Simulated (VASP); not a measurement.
Energy against volume of LiF (rock salt). Method: PBE GGA, VASP's PBE PAW potentials (set 64) (plane waves; VASP). Numerical set-up: 520 eV cut-off, 11×11×11 Γ-centred mesh, Gaussian smearing of 0.050 eV, potentials Li_sv F.

```tsv
V (Å³/atom)	E (eV/atom)
8.087	-4.81749
8.338	-4.82027
8.588	-4.81977
8.838	-4.81643
```

Fit these four points and predict the energy of the run at 7.837 Å³/atom.

A cubic in V^(−2/3), the third-order Birch-Murnaghan form, passes through the four points with V0 = 8.42 Å³/atom and B0 = 67 GPa, and gives -4.8110 eV/atom there. The run gave -4.8108 eV/atom, +0.1 meV/atom from the fit; all five points give B0 = 67 GPa.

The compound is LiF in the rock salt structure. It was relaxed first.
